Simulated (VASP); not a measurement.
# A vacancy on the Hf site in HfB2, part 4 of 5

Wanted: what a vacancy on the Hf site costs in HfB2 and how the lattice relaxes round it. The start is a cell from a database of measured crystal structures.

VASP 6.6.1, plane waves and PAW; the level of theory is named at each step.

So far. Step 4 (Reference Hf): The run ended after 4 ionic steps, 0.105 eV below its first step, once forces and stress met EDIFFG = -0.02. Step 4 (Reference Hf): Energy at zero smearing: -21.49814 eV.

## (5) Reference B

This step: LDA; plane waves and PAW (B) (VASP 6.6.1).

System of this step: B. Symmetry: R-3m, No. 166, trigonal system. Conventional cell: a = 4.898 Å, b = 4.898 Å, c = 12.524 Å, α = 90.00°, β = 90.00°, γ = 120.00°. Nearest to B lie 6 B at 1.67 to 1.80 Å. B has 5 B at 1.77 to 1.80 Å nearest.

B is not exchanged here; its energy serves the host's formation enthalpy.

Contents of INCAR:

```
SYSTEM = B
PREC = Normal
ENCUT = 320
EDIFF = 1E-05
NELM = 120
ISMEAR = 0
SIGMA = 0.1
LREAL = Auto
ALGO = Fast
GGA = CA
NBANDS = 30
LORBIT = 11
LWAVE = .FALSE.
LCHARG = .FALSE.
KPAR = 4
LASPH = .TRUE.
IBRION = 2
NSW = 25
ISIF = 3
EDIFFG = -0.02
POTIM = 0.4
```

Contents of POSCAR:

```
B
1.0
    2.4491963929      1.4140441968      4.1747204365
   -2.4491963929      1.4140441968      4.1747204365
    0.0000000000     -2.8280883935      4.1747204365
B
12
Direct
    0.0099700400      0.6542851200      0.0099700400
    0.0099700400      0.0099700400      0.6542851200
    0.6542851200      0.0099700400      0.0099700400
    0.3457148800      0.9900299600      0.9900299600
    0.9900299600      0.3457148800      0.9900299600
    0.9900299600      0.9900299600      0.3457148800
    0.2205655700      0.6316348300      0.2205655700
    0.2205655700      0.2205655700      0.6316348300
    0.6316348300      0.2205655700      0.2205655700
    0.3683651700      0.7794344300      0.7794344300
    0.7794344300      0.3683651700      0.7794344300
    0.7794344300      0.7794344300      0.3683651700
```

Contents of KPOINTS:

```
Automatic mesh
0
Gamma
7 7 7
0 0 0
```

PAW data sets: B (LDA family, release 64).

Command:

```
> mpirun -np 4 vasp_std
```

The log of the run:

```text
[banner, memory and clock lines left out]
running    4 mpi-ranks, on    1 nodes
 distrk:  each k-point on    1 cores,    4 groups
 distr:  one band on    1 cores,    1 groups

 POSCAR found type information on POSCAR B
 POSCAR found :  1 types and      12 ions
 LDA part: xc-table for (Slater(with rela. corr.)+CA(PZ))
 , standard interpolation
 POSCAR, INCAR and KPOINTS ok, starting setup
 FFT: planning ... GRIDC
 FFT: planning ... GRID_SOFT
 FFT: planning ... GRID
 WAVECAR not read
 entering main loop
       N       E                     dE             d eps       ncg     rms          rms(c)
DAV:   1     0.221291233767E+02    0.22129E+02   -0.12317E+04  2640   0.746E+02
DAV:   2    -0.909526949047E+02   -0.11308E+03   -0.10808E+03  3348   0.164E+02
DAV:   3    -0.947077130883E+02   -0.37550E+01   -0.37310E+01  3488   0.283E+01
DAV:   4    -0.947329130871E+02   -0.25200E-01   -0.25181E-01  3450   0.242E+00
DAV:   5    -0.947331953117E+02   -0.28222E-03   -0.28219E-03  3442   0.248E-01    0.106E+01
RMM:   6    -0.904485314692E+02    0.42847E+01   -0.44174E+00  2640   0.734E+00    0.560E+00
RMM:   7    -0.895154779333E+02    0.93305E+00   -0.30679E+00  2640   0.630E+00    0.168E+00
RMM:   8    -0.894644360016E+02    0.51042E-01   -0.26532E-01  2640   0.229E+00    0.425E-01
RMM:   9    -0.894566996561E+02    0.77363E-02   -0.81634E-02  2640   0.102E+00    0.194E-01
RMM:  10    -0.894553264143E+02    0.13732E-02   -0.87412E-03  2640   0.413E-01    0.435E-02
RMM:  11    -0.894553750167E+02   -0.48602E-04   -0.11672E-03  2641   0.136E-01    0.212E-02
RMM:  12    -0.894553868956E+02   -0.11879E-04   -0.14652E-04  2591   0.503E-02    0.779E-03
RMM:  13    -0.894553881614E+02   -0.12659E-05   -0.35803E-05  2151   0.212E-02
   1 F= -.89455388E+02 E0= -.89455388E+02  d E =-.894554E+02
 curvature:   0.00 expect dE= 0.000E+00 dE for cont linesearch  0.000E+00
 trial: gam= 0.00000 g(F)=  0.835E-02 g(S)=  0.237E+00 ort = 0.000E+00 (trialstep = 0.100E+01)
 search vector abs. value=  0.245E+00
 bond charge predicted
       N       E                     dE             d eps       ncg     rms          rms(c)
DAV:   1    -0.895465570859E+02   -0.91170E-01   -0.19557E+00  3144   0.940E+00    0.806E-01
RMM:   2    -0.895334188015E+02    0.13138E-01   -0.22118E-02  2640   0.749E-01    0.463E-01
RMM:   3    -0.895267261313E+02    0.66927E-02   -0.10424E-02  2640   0.455E-01    0.376E-02
RMM:   4    -0.895267523077E+02   -0.26176E-04   -0.62481E-04  2640   0.121E-01    0.188E-02
RMM:   5    -0.895267508943E+02    0.14134E-05   -0.72578E-05  2586   0.374E-02
   2 F= -.89526751E+02 E0= -.89526751E+02  d E =-.713627E-01
[...]
3 F= -.89543044E+02 E0= -.89543044E+02  d E =-.876557E-01
[...]
4 F= -.89552579E+02 E0= -.89552579E+02  d E =-.953502E-02
[...]
5 F= -.89552987E+02 E0= -.89552987E+02  d E =-.994327E-02
[...]
6 F= -.89554156E+02 E0= -.89554156E+02  d E =-.116837E-02
[...]
7 F= -.89554338E+02 E0= -.89554338E+02  d E =-.135077E-02
 curvature:  -0.39 expect dE=-0.156E-03 dE for cont linesearch -0.157E-06
 trial: gam= 0.10752 g(F)=  0.282E-03 g(S)=  0.112E-03 ort =-0.437E-04 (trialstep = 0.861E+00)
 search vector abs. value=  0.441E-03
 bond charge predicted
       N       E                     dE             d eps       ncg     rms          rms(c)
DAV:   1    -0.895545810498E+02   -0.23378E-03   -0.77327E-03  3042   0.462E-01    0.297E-02
RMM:   2    -0.895545229723E+02    0.58077E-04   -0.21217E-04  2640   0.753E-02    0.105E-02
RMM:   3    -0.895545200610E+02    0.29114E-05   -0.57819E-05  2543   0.292E-02
   8 F= -.89554520E+02 E0= -.89554520E+02  d E =-.182155E-03
 trial-energy change:   -0.000182  1 .order   -0.000179   -0.000336   -0.000022
 step:   0.9213(harm=  0.9213)  dis= 0.00105  next Energy=   -89.554517 (dE=-0.180E-03)
 reached required accuracy - stopping structural energy minimisation
```

Elapsed: 19 s, on 4 MPI ranks of Intel Xeon 6975P-C (Granite Rapids), shared host; peak memory 0.59 GiB; 67 s of CPU time.

Parts of OUTCAR (step 5):

```text
   k-points           NKPTS =     44   k-points in BZ     NKDIM =     44   number of bands    NBANDS=     30

   ENCUT  =  320.0 eV  23.52 Ry    4.85 a.u.   7.35  7.35  7.35*2*pi/ulx,y,z

   NELECT =      36.0000    total number of electrons

 E-fermi :   6.8589

 k-point     1 :       0.0000    0.0000    0.0000
  band No.  band energies     occupation
    ...
     14       1.7726      2.00000
     15       4.9158      2.00000
     16       5.6081      2.00000
     17       5.6081      2.00000
     18       6.0513      2.00000
     19       7.7527      0.00000
     20      11.0873      0.00000
     21      11.0873      0.00000
     22      11.1960      0.00000
     23      11.1960      0.00000
    ...

  Total       -0.0137264     -0.0137264      0.0262436      0.0000000      0.0000000      0.0000000
  in kB       -0.2637951     -0.2637951      0.5043516      0.0000000      0.0000000      0.0000000
  external PRESSURE =      -0.0077462 kB  Pullay stress =       0.0000000 kB

 POSITION                                       TOTAL-FORCE (eV/Angst)
 -----------------------------------------------------------------------------------
     -1.55476      0.89764      2.78431         0.000888     -0.000513     -0.002153
      0.00000     -1.79528      2.78431         0.000000      0.001026     -0.002153
      1.55476      0.89764      2.78431        -0.000888     -0.000513     -0.002153
     -1.55476     -0.89764      9.58594         0.000888      0.000513      0.002153
      1.55476     -0.89764      9.58594        -0.000888      0.000513      0.002153
      0.00000      1.79528      9.58594         0.000000     -0.001026      0.002153
     -0.98529      0.56886      4.42506        -0.001839      0.001062     -0.003206
      0.00000     -1.13772      4.42506         0.000000     -0.002124     -0.003206
      0.98529      0.56886      4.42506         0.001839      0.001062     -0.003206
     -0.98529     -0.56886      7.94518        -0.001839     -0.001062      0.003206
      0.98529     -0.56886      7.94518         0.001839     -0.001062      0.003206
      0.00000      1.13772      7.94518         0.000000      0.002124      0.003206
 -----------------------------------------------------------------------------------
    total drift:                               -0.000000      0.000000     -0.000000

  FREE ENERGIE OF THE ION-ELECTRON SYSTEM (eV)
  ---------------------------------------------------
  free  energy   TOTEN  =       -89.5545200610 eV

  energy  without entropy=      -89.5545200610  energy(sigma->0) =      -89.55452006

[... 2 parts as in an earlier step ...]

[... 14 further parts left out ...]
```

CONTCAR:

```
B
   1.00000000000000
     2.4158866621784871    1.3948128147993157    4.1234156769760837
    -2.4158866621784871    1.3948128147993157    4.1234156769760837
     0.0000000000000000   -2.7896256295012170    4.1234156769764994
  B
    12
Direct
     0.0105617934534252    0.6541193285666433    0.0105617934534253
     0.0105617934534253    0.0105617934534253    0.6541193285666433
     0.6541193285666433    0.0105617934534252    0.0105617934534253
     0.3458806714333565    0.9894382065465749    0.9894382065465747
     0.9894382065465749    0.3458806714333565    0.9894382065465747
     0.9894382065465747    0.9894382065465747    0.3458806714333566
     0.2217718331428769    0.6296111502564374    0.2217718331428769
     0.2217718331428769    0.2217718331428769    0.6296111502564373
     0.6296111502564374    0.2217718331428769    0.2217718331428769
     0.3703888497435627    0.7782281668571230    0.7782281668571231
     0.7782281668571230    0.3703888497435627    0.7782281668571231
     0.7782281668571231    0.7782281668571231    0.3703888497435627
```

The gap is read on the k-mesh alone, so it is an upper bound where the band edges lie off the mesh. The run keeps the 12 symmetry operations of its start, so it cannot find a distortion of lower symmetry.

Relaxation path:

```
step  energy less that of the first step (eV)  largest force (eV/Å)  pressure (GPa)  volume (Å³)
   1                                   0.0000                0.1787           -9.15        86.75
   2                                  -0.0714                0.4216            3.65        82.67
   3                                  -0.0877                0.2732           -0.40        83.86
   4                                  -0.0972                0.1523            0.23        83.31
   5                                  -0.0976                0.1001            0.11        83.40
   6                                  -0.0988                0.0590           -0.05        83.36
   7                                  -0.0990                0.0319            0.00        83.37
   8                                  -0.0991                0.0038            0.00        83.37
```

```
conventional cell, symmetrised  before   after  change
                         a (Å)   4.898   4.832  -1.4 %
                         b (Å)   4.898   4.832  -1.4 %
                         c (Å)  12.524  12.370  -1.2 %
              volume (Å³/atom)    7.23    6.95  -3.9 %
```

Final coordinates:

```xyz
12
Lattice="2.4159 1.3948 4.1234 -2.4159 1.3948 4.1234 0.0000 -2.7896 4.1234" Properties=species:S:1:pos:R:3 pbc="T T T"
B    -1.5548    0.8976    2.7843
B     0.0000   -1.7953    2.7843
B     1.5548    0.8976    2.7843
B    -1.5548   -0.8976    9.5859
B     1.5548   -0.8976    9.5859
B     0.0000    1.7953    9.5859
B    -0.9853    0.5689    4.4251
B     0.0000   -1.1377    4.4251
B     0.9853    0.5689    4.4251
B    -0.9853   -0.5689    7.9452
B     0.9853   -0.5689    7.9452
B     0.0000    1.1377    7.9452
```

This step gave:

```yaml
electronic_cycles: 41
electrons: 36
free_energy_toten: -89.5545 eV
fermi_energy: 6.859 eV
labelled_metallic_from_the_levels_on_this_mesh: no
gap_on_the_k_mesh: 1.352 eV
least_direct_gap_on_the_k_mesh: 1.684 eV
```

The run ended after 8 ionic steps, 0.099 eV below its first step, once forces and stress met EDIFFG = -0.02.

Energy at zero smearing: -89.55452 eV.

(Part 4 of 5 ends here.)

[Lines on the potential files, build, host, timing and source positions are cut from VASP's logs without a mark.]

[Logs are printed without paths, hosts, clocks, repeated set-up lines and the standing remarks that a program may print on its own settings, such as how far it seeks lower states.]

[Hosts, paths, dates, database ids (printed as entryN), source tags and the programs' standing remarks are cut or masked in the printed files.]

[In band tables of VASP the shares of atoms and orbitals are scaled to a sum of 1 inside the atoms' spheres.]

[Runs that stopped without an error message from VASP are left out.]
